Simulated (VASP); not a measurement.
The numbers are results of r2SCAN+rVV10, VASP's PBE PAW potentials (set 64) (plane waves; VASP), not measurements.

The input files of a VASP run:

**INCAR**
```
# general
SYSTEM    =  Al
PREC      =  Accurate
ENCUT     =  520
LREAL     =  .False.
LASPH     =  .True.

# electronic loop
EDIFF     =  1E-7
NELM      =  100
ALGO      =  Normal
LMIXTAU   =  .True.

# smearing
ISMEAR    =  1
SIGMA     =  0.1

# functional
METAGGA   =  R2SCAN
LUSE_VDW  =  .True.
BPARAM    =  11.95
CPARAM    =  0.0093

# ions
ISIF      =  2

# output
LWAVE     =  .False.
LCHARG    =  .False.
```

POSCAR:
```
Al
2.8682930
  0.0000000000   0.7071068050   0.7071068050
  0.7071068050   0.0000000000   0.7071068050
  0.7071068050   0.7071068050   0.0000000000
Al
1
direct
  0.0000000000   0.0000000000   0.0000000000
```

File KPOINTS:
```
Automatic mesh
0
Gamma
16 16 16
```

POTCAR, in this order: Al (PBE.64 set). Program: vasp_std.

The run wrote:

File OSZICAR:
```
       N       E                     dE             d eps       ncg     rms          rms(c)
DAV:   1    -0.445865248629E+01   -0.44587E+01   -0.89423E+02  1500   0.340E+02
DAV:   2    -0.683290990833E+01   -0.23743E+01   -0.22008E+01  1805   0.322E+01
DAV:   3    -0.685520161042E+01   -0.22292E-01   -0.22313E-01  1870   0.383E+00
DAV:   4    -0.685530912867E+01   -0.10752E-03   -0.10752E-03  1940   0.263E-01
DAV:   5    -0.685530999214E+01   -0.86346E-06   -0.86399E-06  1930   0.195E-02    0.296E+00
DAV:   6    -0.664676978047E+01    0.20854E+00   -0.96788E-02  2035   0.214E+00    0.186E+00
DAV:   7    -0.694300801151E+01   -0.29624E+00   -0.71869E-02  1715   0.192E+00    0.718E-01
DAV:   8    -0.659477742965E+01    0.34823E+00   -0.10533E-01  1730   0.222E+00    0.239E-01
DAV:   9    -0.666336123278E+01   -0.68584E-01   -0.34798E-02  1490   0.107E+00    0.798E-02
DAV:  10    -0.666561717267E+01   -0.22559E-02   -0.45732E-03  1790   0.495E-01    0.164E-01
DAV:  11    -0.666623175893E+01   -0.61459E-03   -0.19737E-04  2085   0.125E-01    0.142E-01
DAV:  12    -0.666507930844E+01    0.11525E-02   -0.46963E-04  1660   0.154E-01    0.530E-02
DAV:  13    -0.666517095191E+01   -0.91643E-04   -0.39727E-05  1605   0.507E-02    0.416E-02
DAV:  14    -0.666516623173E+01    0.47202E-05   -0.22031E-06  1830   0.121E-02    0.385E-02
DAV:  15    -0.666518038980E+01   -0.14158E-04   -0.98025E-06  1495   0.251E-02    0.363E-02
DAV:  16    -0.666515112788E+01    0.29262E-04   -0.41050E-05  1850   0.601E-02    0.284E-02
DAV:  17    -0.666515449113E+01   -0.33632E-05   -0.97485E-07  1615   0.120E-02    0.255E-02
DAV:  18    -0.666515353298E+01    0.95815E-06   -0.86810E-07  1530   0.121E-02    0.120E-02
DAV:  19    -0.666515918877E+01   -0.56558E-05   -0.29354E-06  1650   0.177E-02    0.183E-03
DAV:  20    -0.666515878853E+01    0.40024E-06   -0.10016E-07  1440   0.293E-03    0.200E-03
DAV:  21    -0.666515874370E+01    0.44834E-07   -0.12524E-08   775   0.132E-03
   1 F= -.66651587E+01 E0= -.66652501E+01  d E =0.273947E-03
```

**OUTCAR**
```
------------------------ aborting loop because EDIFF is reached ----------------------------------------
  FORCE on cell =-STRESS in cart. coord.  units (eV):
  Direction    XX          YY          ZZ          XY          YZ          ZX
  --------------------------------------------------------------------------------------
  Total       -0.4581514     -0.4581514     -0.4581514     -0.0000000     -0.0000000     -0.0000000
  in kB      -43.9910145    -43.9910145    -43.9910145     -0.0000000     -0.0000000     -0.0000000
  external PRESSURE =     -43.9910145 kB  Pullay stress =       0.0000000 kB
  volume of cell :       16.69
      direct lattice vectors                 reciprocal lattice vectors
     0.000000000  2.028189499  2.028189499    -0.246525288  0.246525288  0.246525288
     2.028189499  0.000000000  2.028189499     0.246525288 -0.246525288  0.246525288
     2.028189499  2.028189499  0.000000000     0.246525288  0.246525288 -0.246525288
 POSITION                                       TOTAL-FORCE (eV/Angst)
 -----------------------------------------------------------------------------------
      0.00000      0.00000      0.00000         0.000000      0.000000      0.000000
 -----------------------------------------------------------------------------------
    total drift:                                0.000000     -0.000000     -0.000000
  FREE ENERGIE OF THE ION-ELECTRON SYSTEM (eV)
  ---------------------------------------------------
  free  energy   TOTEN  =        -6.6651587437 eV

  energy  without entropy=       -6.6654326904  energy(sigma->0) =       -6.66525006
```
(Selected blocks of OUTCAR.)

The compound is Al in the fcc structure. This cell is one point of a volume scan, at 1.06 of the reference volume.
